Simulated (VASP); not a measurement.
A convergence study with VASP on SnSe2 (1T layered): one setting is varied, all else stays as given below, so the limit is that of these other settings. ε∞ is the independent-particle value.

```
CELL_PARAMETERS angstrom
      1.90500    -3.29956     0.00000
      1.90500     3.29956     0.00000
      0.00000     0.00000     6.14000
ATOMIC_POSITIONS crystal
  Sn 0.00000 0.00000 0.00000
  Se 0.33333 0.66667 0.25000
  Se 0.66667 0.33333 0.75000
```

These are PBE GGA, VASP's PBE PAW potentials (set 64) (plane waves; VASP 6.6.1) values and carry that method's errors. The tightest run used: 550 eV cut-off, 6×6×3 Γ-centred mesh, Gaussian smearing of 0.050 eV, potentials Sn_d Se.

The settings run are NBANDS = 14; NBANDS = 15; NBANDS = 17; NBANDS = 21; NBANDS = 29; NBANDS = 45; NBANDS = 77; NBANDS = 141. From which on does the mean ε∞ stay within 0.3  of the tightest run?

From NBANDS = 21 on: it is off by 0.22 there and by no more than 0.3 in any finer run, while NBANDS = 17 is off by 0.96.
```
setting       mean ε∞  bands  difference judged ()
------------  -------  -----  --------------------
NBANDS = 14      8.34     14                  5.15
NBANDS = 15     11.01     15                  2.48
NBANDS = 17     12.53     17                  0.96
NBANDS = 21     13.27     21                  0.22
NBANDS = 29     13.43     29                  0.06
NBANDS = 45     13.47     45                  0.02
NBANDS = 77     13.49     77                  0.01
NBANDS = 141    13.49    141                  0.00
```

Left out are rungs that failed or repeat a setting and relaxations that didn't move; long series are thinned to 24 rows.

The compound is SnSe2 in the 1T layered structure. The cell was not relaxed at this level, forces remain on its atoms.
